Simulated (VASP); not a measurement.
```
InAs
1.0
    4.36817     0.00000     0.00000
   -2.18409     3.78295     0.00000
    0.00000     0.00000    14.99142
In As
1 1
Direct
  0.66667   0.33333   0.50000
  0.33333   0.66667   0.50000
```

These are r2SCAN meta-GGA, VASP's PBE PAW potentials (set 64) (plane waves; VASP) values and carry that method's errors. Settings: 400 eV cut-off, 8×8×1 Γ-centred mesh, tetrahedra with Blöchl corrections, potentials In_d As.

The cell holds a wide vacuum, so values per volume refer to the whole cell. Unless said otherwise, spin-orbit coupling is left out, though it shifts the bands of the heavy elements here.

Problem. Estimate the energy per atom (σ→0), band gap (over mesh and band path) with the smallest direct gap where there is one.

Solution. 
* **band gap (over mesh and band path)**: 0.04 eV
* **smallest direct gap (over mesh and band path)**: 0.71 eV
* **energy per atom (σ→0)**: -18.490 eV/atom

The absolute energy has meaning only against runs of the same code, potentials and settings.

The cell is a sheet with vacuum, built from a generated structure.
